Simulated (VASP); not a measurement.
Level of theory: TPSS meta-GGA, VASP's PBE PAW potentials (set 64) (plane waves; VASP).

VASP input:

KPOINTS:
```
Automatic mesh
0
gamma
  8 8 8
```

File KPOINTS_OPT:
```
k-points along high-symmetry lines
10
Line-mode
Reciprocal
  0.000000   0.000000   0.000000 ! GAMMA
 -0.500000  -0.500000   0.000000 ! X

 -0.500000  -0.500000   0.000000 ! X
 -0.375000  -0.375000   0.250000 ! U

 -0.375000  -0.000000   0.375000 ! K
  0.000000   0.000000   0.000000 ! GAMMA

  0.000000   0.000000   0.000000 ! GAMMA
  0.000000   0.000000   0.500000 ! L

  0.000000   0.000000   0.500000 ! L
 -0.500000  -0.250000   0.250000 ! W

 -0.500000  -0.250000   0.250000 ! W
 -0.500000  -0.500000   0.000000 ! X
```

**POSCAR**
```
CdTe
1
    0.0000000000     3.3063528877     3.3063528877
    3.3063528877     0.0000000000     3.3063528877
    3.3063528877     3.3063528877     0.0000000000
Cd Te
1 1
Direct
  0.0000000000   0.0000000000   0.0000000000
  0.2500000000   0.2500000000   0.2500000000
```

INCAR:
```
! general
SYSTEM =CdTe
PREC   =Accurate
ENCUT  =520
LREAL  =F   ! projection in real space or not
LASPH  =T

! electronic loop
EDIFF  =1E-7
NELM   =100
ALGO   =Normal   ! blocked Davidson
LMAXMIX=4   ! l cut-off of mixed one-centre charges
LMIXTAU=T

! smearing
ISMEAR =-5

! functional
METAGGA=TPSS

! ions
ISIF   =2   ! forces and stress, cell fixed

! output
LWAVE  =F
LCHARG =F
LORBIT =11   ! lm-projected
NEDOS  =601   ! DOS grid
```

POTCAR, in this order: Cd Te (PBE.64 set). Program: vasp_std.

Output

### OUTCAR
```
 ion  position               nearest neighbor table
   1  0.000  0.000  0.000-   2 2.86   2 2.86   2 2.86   2 2.86
   2  0.250  0.250  0.250-   1 2.86   1 2.86   1 2.86   1 2.86
  LATTYP: Found a face centered cubic cell.
 ALAT       =     6.6127057754
 Subroutine PRICEL returns:
 Original cell was already a primitive cell.
 Subroutine GETGRP returns: Found 24 space group operations
The static configuration has the point symmetry T_d .
The dynamic configuration has the point symmetry T_d .
 Subroutine INISYM returns: Found 24 space group operations
 Subroutine IBZKPT returns following result:
 Found     29 irreducible k-points:

 Following reciprocal coordinates:
            Coordinates               Weight
  0.000000  0.000000  0.000000      1.000000
  0.125000  0.000000  0.000000      8.000000
  0.250000  0.000000  0.000000      8.000000
  0.375000  0.000000  0.000000      8.000000
  0.500000  0.000000  0.000000      4.000000
  0.125000  0.125000  0.000000      6.000000
  0.250000  0.125000  0.000000     24.000000
  0.375000  0.125000  0.000000     24.000000
  0.500000  0.125000  0.000000     24.000000
...
```

File OSZICAR:
```
...
DAV:  15    -0.208975532440E+02   -0.92435E-01   -0.74851E-01   814   0.573E+00    0.903E-01
DAV:  16    -0.209369512829E+02   -0.39398E-01   -0.17883E-02   884   0.129E+00    0.979E-01
DAV:  17    -0.209382473645E+02   -0.12961E-02   -0.91660E-04   834   0.346E-01    0.977E-01
DAV:  18    -0.209399884098E+02   -0.17410E-02   -0.74944E-04   794   0.289E-01    0.939E-01
DAV:  19    -0.209414179951E+02   -0.14296E-02   -0.75655E-04   789   0.312E-01    0.768E-01
DAV:  20    -0.209416011843E+02   -0.18319E-03   -0.69107E-05   804   0.934E-02    0.727E-01
DAV:  21    -0.209415894433E+02    0.11741E-04   -0.15187E-05   774   0.409E-02    0.714E-01
DAV:  22    -0.209392609141E+02    0.23285E-02   -0.12636E-03   754   0.402E-01    0.565E-01
DAV:  23    -0.209407864806E+02   -0.15256E-02   -0.15976E-04   764   0.149E-01    0.509E-01
DAV:  24    -0.209394410916E+02    0.13454E-02   -0.23838E-04   774   0.173E-01    0.296E-01
DAV:  25    -0.755265486800E+07   -0.75526E+07   -0.68076E+07  1044   0.221E+04    0.145E+02
DAV:  26     0.117339678456E+02    0.75527E+07   -0.14753E+04   769   0.675E+02    0.764E+01
DAV:  27    -0.192237064306E+02   -0.30958E+02   -0.25216E+02   869   0.944E+01    0.926E+00
DAV:  28    -0.207782864559E+02   -0.15546E+01   -0.10941E+01   909   0.222E+01    0.760E+00
DAV:  29    -0.209140787185E+02   -0.13579E+00   -0.26914E-01   814   0.457E+00    0.464E+00
DAV:  30    -0.209287103176E+02   -0.14632E-01   -0.17753E-02   844   0.113E+00    0.309E+00
DAV:  31    -0.209304408009E+02   -0.17305E-02   -0.29884E-03   829   0.590E-01    0.205E+00
DAV:  32    -0.209330314353E+02   -0.25906E-02   -0.28832E-03   794   0.576E-01    0.138E+00
DAV:  33    -0.209377041702E+02   -0.46727E-02   -0.37306E-03   799   0.672E-01    0.111E+00
DAV:  34    -0.209373358364E+02    0.36833E-03   -0.80387E-04   819   0.305E-01    0.103E+00
DAV:  35    -0.209412690119E+02   -0.39332E-02   -0.21207E-03   804   0.428E-01    0.915E-01
DAV:  36    -0.209407001690E+02    0.56884E-03   -0.40355E-04   894   0.226E-01    0.706E-01
DAV:  37    -0.209414482509E+02   -0.74808E-03   -0.12372E-03   754   0.358E-01    0.344E-01
DAV:  38    -0.209417802760E+02   -0.33203E-03   -0.55580E-04   884   0.210E-01    0.388E-01
DAV:  39    -0.209409207530E+02    0.85952E-03   -0.72658E-04   774   0.314E-01    0.623E-01
DAV:  40    -0.209408050887E+02    0.11566E-03   -0.22687E-03   754   0.571E-01    0.691E-01
DAV:  41    -0.209417634549E+02   -0.95837E-03   -0.11047E-03   759   0.369E-01    0.513E-01
DAV:  42    -0.209403159265E+02    0.14475E-02   -0.42036E-04   784   0.246E-01    0.315E-01
DAV:  43    -0.209402297785E+02    0.86148E-04   -0.44630E-04   849   0.236E-01    0.200E-01
DAV:  44    -0.209397609474E+02    0.46883E-03   -0.11904E-04   769   0.110E-01    0.182E-01
DAV:  45    -0.209406645178E+02   -0.90357E-03   -0.34686E-04   754   0.185E-01    0.176E-01
DAV:  46    -0.209288125014E+02    0.11852E-01   -0.77570E+01   754   0.337E+03    0.160E-01
DAV:  47    -0.209401324862E+02   -0.11320E-01   -0.10207E-01   754   0.435E+00    0.166E-01
DAV:  48    -0.209407980642E+02   -0.66558E-03   -0.11309E-04   754   0.109E-01    0.167E-01
DAV:  49    -0.209300747362E+02    0.10723E-01   -0.23101E+01   754   0.996E+02    0.157E-01
DAV:  50    -0.209406327778E+02   -0.10558E-01   -0.10195E-01   754   0.436E+00    0.163E-01
DAV:  51    -0.209684260120E+02   -0.27793E-01   -0.20351E-01   754   0.324E+00    0.169E-01
DAV:  52    -0.209405583813E+02    0.27868E-01   -0.75679E-01   754   0.117E+01    0.161E-01
DAV:  53    -0.209407037157E+02   -0.14533E-03   -0.14154E-04   804   0.114E-01    0.166E-01
DAV:  54    -0.209404527848E+02    0.25093E-03   -0.13444E-05   759   0.433E-02    0.164E-01
DAV:  55    -0.529547593283E+07   -0.52955E+07   -0.48332E+07  1052   0.155E+04    0.137E+02
DAV:  56     0.423293201571E+01    0.52955E+07   -0.14619E+04   764   0.677E+02    0.101E+02
DAV:  57    -0.195200775749E+02   -0.23753E+02   -0.20611E+02   929   0.651E+01    0.363E+01
DAV:  58    -0.208996022664E+02   -0.13795E+01   -0.87371E+00   904   0.178E+01    0.789E+00
DAV:  59    -0.208863864609E+02    0.13216E-01   -0.28654E-01   824   0.582E+00    0.407E+00
DAV:  60    -0.209263499451E+02   -0.39963E-01   -0.11619E-01   794   0.455E+00    0.240E+00
DAV:  61    -0.209156555739E+02    0.10694E-01   -0.22377E-02   819   0.182E+00    0.218E+00
DAV:  62    -0.209152583595E+02    0.39721E-03   -0.82611E-03   764   0.121E+00    0.111E+00
DAV:  63    -0.209248216424E+02   -0.95633E-02   -0.71623E-03   754   0.129E+00    0.521E-01
DAV:  64    -0.209342927074E+02   -0.94711E-02   -0.52193E-03   764   0.898E-01    0.388E-01
DAV:  65    -0.209333235889E+02    0.96912E-03   -0.21522E-03   809   0.484E-01    0.222E-01
DAV:  66    -0.209375852311E+02   -0.42616E-02   -0.16886E-03   764   0.488E-01    0.201E-01
DAV:  67    -0.209439142254E+02   -0.63290E-02   -0.18099E-03   754   0.579E-01    0.176E-01
DAV:  68    -0.209369935922E+02    0.69206E-02   -0.21088E-03   769   0.520E-01    0.166E-01
DAV:  69    -0.209397120848E+02   -0.27185E-02   -0.49967E-04   809   0.240E-01    0.152E-01
DAV:  70    -0.209399999758E+02   -0.28789E-03   -0.80132E-04   754   0.309E-01    0.154E-01
DAV:  71    -0.209366327143E+02    0.33673E-02   -0.13900E-03   779   0.319E-01    0.163E-01
DAV:  72    -0.209374924462E+02   -0.85973E-03   -0.12300E-03   819   0.376E-01    0.210E-01
DAV:  73    -0.209371226057E+02    0.36984E-03   -0.13234E-04   754   0.118E-01    0.233E-01
DAV:  74    -0.209366614983E+02    0.46111E-03   -0.13596E-04   754   0.114E-01    0.252E-01
DAV:  75    -0.209361548313E+02    0.50667E-03   -0.50434E-05   849   0.788E-02    0.263E-01
DAV:  76    -0.209351593183E+02    0.99551E-03   -0.43311E-04   774   0.181E-01    0.285E-01
DAV:  77    -0.209340040944E+02    0.11552E-02   -0.21307E-04   794   0.136E-01    0.311E-01
DAV:  78    -0.209337518548E+02    0.25224E-03   -0.15362E-05   834   0.420E-02    0.314E-01
DAV:  79    -0.209335087380E+02    0.24312E-03   -0.11131E-05   754   0.434E-02    0.320E-01
DAV:  80    -0.209336234467E+02   -0.11471E-03   -0.41649E-06   754   0.285E-02    0.317E-01
DAV:  81    -0.209336861321E+02   -0.62685E-04   -0.78261E-06   754   0.365E-02    0.315E-01
DAV:  82    -0.209340740036E+02   -0.38787E-03   -0.10628E-05   754   0.398E-02    0.309E-01
DAV:  83    -0.209348481537E+02   -0.77415E-03   -0.54785E-05   779   0.873E-02    0.291E-01
DAV:  84    -0.209359590316E+02   -0.11109E-02   -0.87966E-05   819   0.103E-01    0.270E-01
DAV:  85    -0.209377310766E+02   -0.17720E-02   -0.22673E-04   784   0.150E-01    0.241E-01
DAV:  86    -0.209398108687E+02   -0.20798E-02   -0.43338E-04   799   0.219E-01    0.217E-01
DAV:  87    -0.209413538574E+02   -0.15430E-02   -0.46079E-04   769   0.240E-01    0.196E-01
DAV:  88    -0.209411797717E+02    0.17409E-03   -0.55451E-05   804   0.782E-02    0.186E-01
DAV:  89    -0.209409123880E+02    0.26738E-03   -0.58843E-05   754   0.895E-02    0.181E-01
DAV:  90    -0.209409077682E+02    0.46198E-05   -0.23903E-06   844   0.201E-02    0.180E-01
DAV:  91    -0.209407123987E+02    0.19537E-03   -0.12734E-04   754   0.144E-01    0.168E-01
DAV:  92    -0.209407182636E+02   -0.58650E-05   -0.94114E-05   754   0.102E-01    0.162E-01
DAV:  93    -0.209407056674E+02    0.12596E-04   -0.82385E-07   864   0.132E-02    0.162E-01
DAV:  94    -0.209409859303E+02   -0.28026E-03   -0.33694E-05   754   0.659E-02    0.161E-01
DAV:  95    -0.209409301049E+02    0.55825E-04   -0.21137E-05   754   0.543E-02    0.160E-01
DAV:  96    -0.209408669372E+02    0.63168E-04   -0.14465E-04   754   0.127E-01    0.166E-01
DAV:  97    -0.209408748842E+02   -0.79470E-05   -0.37835E-07   859   0.648E-03    0.166E-01
DAV:  98    -0.209408596049E+02    0.15279E-04   -0.13639E-05   754   0.365E-02    0.159E-01
DAV:  99    -0.209408559011E+02    0.37038E-05   -0.17255E-07   891   0.533E-03    0.156E-01
DAV: 100    -0.209408909874E+02   -0.35086E-04   -0.83251E-06   754   0.341E-02
   1 F= -.20940891E+02 E0= -.20940891E+02  d E =0.000000E+00
       N       E                     dE             ncg
       N       E                     dE             ncg
       N       E                     dE             ncg
```

File OUTCAR:
```
------------------------ aborting loop EDIFF was not reached (unconverged)  ----------------------------
  FORCE on cell =-STRESS in cart. coord.  units (eV):
  Direction    XX          YY          ZZ          XY          YZ          ZX
  --------------------------------------------------------------------------------------
  Total        0.0001006      0.0001006      0.0001006      0.0000000      0.0000000      0.0000000
  in kB        0.0022297      0.0022297      0.0022297      0.0000000      0.0000000      0.0000000
  external PRESSURE =       0.0022297 kB  Pullay stress =       0.0000000 kB
  volume of cell :       72.29
      direct lattice vectors                 reciprocal lattice vectors
     0.000000000  3.306352888  3.306352888    -0.151224027  0.151224027  0.151224027
     3.306352888  0.000000000  3.306352888     0.151224027 -0.151224027  0.151224027
     3.306352888  3.306352888  0.000000000     0.151224027  0.151224027 -0.151224027
  FREE ENERGIE OF THE ION-ELECTRON SYSTEM (eV)
  ---------------------------------------------------
  free  energy   TOTEN  =       -20.9408909874 eV

  energy  without entropy=      -20.9408909874  energy(sigma->0) =      -20.94089099

 total charge

# of ion       s       p       d       tot
------------------------------------------
    1        0.448   0.279   9.516  10.243
    2        1.338   2.049   0.017   3.404
--------------------------------------------------
tot          1.786   2.328   9.533  13.647
```
(Selected blocks of OUTCAR.)

### stdout
```
...
|                                                                             |
|           W    W    AA    RRRRR   N    N  II  N    N   GGGG   !!!           |
|           W    W   A  A   R    R  NN   N  II  NN   N  G    G  !!!           |
|           W    W  A    A  R    R  N N  N  II  N N  N  G       !!!           |
|           W WW W  AAAAAA  RRRRR   N  N N  II  N  N N  G  GGG   !            |
|           WW  WW  A    A  R   R   N   NN  II  N   NN  G    G                |
|           W    W  A    A  R    R  N    N  II  N    N   GGGG   !!!           |
|                                                                             |
|     The electronic self-consistency was not achieved in the given           |
|     number of steps (NELM). The forces and other quantities evaluated       |
|     might not be reliable so examine the results carefully. If you find     |
|     spurious results, we suggest increasing NELM, if you were close to      |
|     convergence or switching to a different ALGO or adjusting the           |
|     density mixing parameters otherwise.                                    |
|                                                                             |
 -----------------------------------------------------------------------------

   1 F= -.20940891E+02 E0= -.20940891E+02  d E =0.000000E+00

 -----------------------------------------------------------------------------
|                                                                             |
|           W    W    AA    RRRRR   N    N  II  N    N   GGGG   !!!           |
|           W    W   A  A   R    R  NN   N  II  NN   N  G    G  !!!           |
|           W    W  A    A  R    R  N N  N  II  N N  N  G       !!!           |
|           W WW W  AAAAAA  RRRRR   N  N N  II  N  N N  G  GGG   !            |
|           WW  WW  A    A  R   R   N   NN  II  N   NN  G    G                |
|           W    W  A    A  R    R  N    N  II  N    N   GGGG   !!!           |
|                                                                             |
|     Changing the smearing to ISMEAR=1 (the default) for those parts of      |
|     this job that use k-points specified in line-mode.                      |
|                                                                             |
 -----------------------------------------------------------------------------

 Start KPOINTS_OPT (optional k-point list driver)
k-point batch [1-29\60]
       N       E                     dE             ncg
k-point batch [30-58\60]
       N       E                     dE             ncg
k-point batch [59-60\60]
       N       E                     dE             ncg
```

The run did not converge; its last values are not results.

The compound is CdTe in the zinc blende structure. It was relaxed first, which changed the volume by +6 %.
